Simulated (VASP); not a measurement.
Output of a VASP run:

OSZICAR:
```
       N       E                     dE             d eps       ncg     rms          rms(c)
DAV:   1     0.106305522768E+03    0.10631E+03   -0.81738E+03   762   0.159E+03
DAV:   2     0.121397655507E+01   -0.10509E+03   -0.99447E+02   764   0.273E+02
DAV:   3    -0.612726796148E+01   -0.73412E+01   -0.72555E+01  1023   0.851E+01
DAV:   4    -0.634679034527E+01   -0.21952E+00   -0.21944E+00   897   0.127E+01
DAV:   5    -0.635485708033E+01   -0.80667E-02   -0.80666E-02  1117   0.265E+00    0.852E+00
DAV:   6    -0.618849083798E+01    0.16637E+00   -0.83162E+00   774   0.946E+01    0.561E+00
DAV:   7    -0.580028696410E+01    0.38820E+00   -0.18681E+00   894   0.558E+01    0.271E+00
DAV:   8    -0.579979206050E+01    0.49490E-03   -0.12315E-01  1132   0.762E+00    0.826E-01
DAV:   9    -0.579032298447E+01    0.94691E-02   -0.41517E-02   889   0.724E+00    0.242E-01
DAV:  10    -0.579057249270E+01   -0.24951E-03   -0.19382E-03  1010   0.529E-01    0.180E-01
DAV:  11    -0.579052041161E+01    0.52081E-04   -0.62285E-04   984   0.929E-01    0.597E-02
DAV:  12    -0.579052188072E+01   -0.14691E-05   -0.93043E-05  1118   0.153E-01    0.381E-02
DAV:  13    -0.579052244957E+01   -0.56885E-06   -0.90225E-07   613   0.207E-02
   1 F= -.56744058E+00 E0= -.56744058E+00  d E =-.567441E+00
       N       E                     dE             d eps       ncg     rms          rms(c)
DAV:   1    -0.581692848421E+01   -0.26407E-01   -0.75488E-02   794   0.766E+00    0.546E-01
DAV:   2    -0.581412439817E+01    0.28041E-02   -0.45425E-02   824   0.796E+00    0.238E-01
DAV:   3    -0.581230773095E+01    0.18167E-02   -0.93872E-03   819   0.372E+00    0.976E-02
DAV:   4    -0.581213293088E+01    0.17480E-03   -0.51869E-04   916   0.276E-01    0.285E-02
DAV:   5    -0.581212561041E+01    0.73205E-05   -0.18224E-05  1142   0.117E-01    0.231E-02
DAV:   6    -0.581212168297E+01    0.39274E-05   -0.36477E-06   982   0.330E-02    0.574E-03
DAV:   7    -0.581212139557E+01    0.28739E-06   -0.98114E-07   462   0.339E-02
   2 F= -.56702882E+00 E0= -.56702882E+00  d E =0.411763E-03
       N       E                     dE             d eps       ncg     rms          rms(c)
DAV:   1    -0.579700454780E+01    0.15117E-01   -0.57422E-02   779   0.666E+00    0.481E-01
DAV:   2    -0.579496911660E+01    0.20354E-02   -0.35970E-02   824   0.695E+00    0.215E-01
DAV:   3    -0.579347976987E+01    0.14893E-02   -0.74609E-03   824   0.337E+00    0.826E-02
DAV:   4    -0.579335564398E+01    0.12413E-03   -0.39838E-04   824   0.182E-01    0.275E-02
DAV:   5    -0.579334865417E+01    0.69898E-05   -0.19503E-05  1051   0.143E-01    0.213E-02
DAV:   6    -0.579334629525E+01    0.23589E-05   -0.40324E-06  1032   0.249E-02    0.714E-03
DAV:   7    -0.579334590411E+01    0.39115E-06   -0.79807E-07   390   0.404E-02
   3 F= -.56742339E+00 E0= -.56742339E+00  d E =0.171922E-04
       N       E                     dE             d eps       ncg     rms          rms(c)
DAV:   1    -0.579213264438E+01    0.12137E-02   -0.24230E-04   809   0.432E-01    0.310E-02
DAV:   2    -0.579212415722E+01    0.84872E-05   -0.14307E-04   834   0.442E-01    0.135E-02
DAV:   3    -0.579211828264E+01    0.58746E-05   -0.29757E-05   814   0.212E-01    0.569E-03
DAV:   4    -0.579211778276E+01    0.49988E-06   -0.15771E-06   448   0.138E-02
   4 F= -.56743213E+00 E0= -.56743213E+00  d E =0.845633E-05
```

File OUTCAR:
```
------------------------ aborting loop because EDIFF is reached ----------------------------------------
  FORCE on cell =-STRESS in cart. coord.  units (eV):
  Direction    XX          YY          ZZ          XY          YZ          ZX
  --------------------------------------------------------------------------------------
  Total        5.1911351      5.1911351      5.1911351      0.0000000      0.0000000      0.0000000
  in kB      198.7156927    198.7156927    198.7156927      0.0000000      0.0000000      0.0000000
  external PRESSURE =      -1.2843073 kB  Pullay stress =     200.0000000 kB
  volume of cell :       41.85
      direct lattice vectors                 reciprocal lattice vectors
    -0.000000000  2.755731618  2.755731618    -0.181440020  0.181440020  0.181440020
     2.755731618  0.000000000  2.755731618     0.181440020 -0.181440020  0.181440020
     2.755731618  2.755731618 -0.000000000     0.181440020  0.181440020 -0.181440020
  FREE ENERGIE OF THE ION-ELECTRON SYSTEM (eV)
  ---------------------------------------------------
  free  energy   TOTEN  =        -5.7921177828 eV

  energy  without entropy=       -5.7921177828  energy(sigma->0) =       -5.79211778
  enthalpy is  TOTEN    =        -0.5674321258 eV   P V=        5.2246856570

 reached required accuracy - stopping structural energy minimisation
```
(Selected blocks of OUTCAR.)

File POSCAR:
```
CuI
1
    0.0000000000     2.7554496189     2.7554496189
    2.7554496189     0.0000000000     2.7554496189
    2.7554496189     2.7554496189     0.0000000000
Cu I
1 1
Direct
  1.0000000000   0.0000000000   0.0000000000
  0.2500000000   0.2500000000   0.2500000000
```

Reconstruct the remaining input files.

This is not unique; one that fits is the input of the run itself, PBEsol GGA, plane waves, VASP's PBE PAW potentials (set 64).

### KPOINTS
```
Automatic mesh
0
Gamma
8 8 8
0 0 0
```

### INCAR
```
SYSTEM = CuI
PREC = Accurate
ENCUT = 500
EDIFF = 1E-6
NELM = 100
ALGO = Normal
LREAL = .FALSE.
LASPH = .TRUE.
ISMEAR = 0
SIGMA = 0.05
GGA = PS
LMAXMIX = 4
LWAVE = .FALSE.
LCHARG = .FALSE.
IBRION = 2
ISIF = 3
NSW = 40
EDIFFG = -0.02
PSTRESS = 200
```

POTCAR, in this order: Cu I (PBE.64 set). Program: vasp_std.

The structure was generated: CuI was put into the zinc blende type (F-43m), which need not be its known phase. This run relaxes it under an external pressure of 20 GPa. Symmetry was kept, so distortions that lower it aren't found.
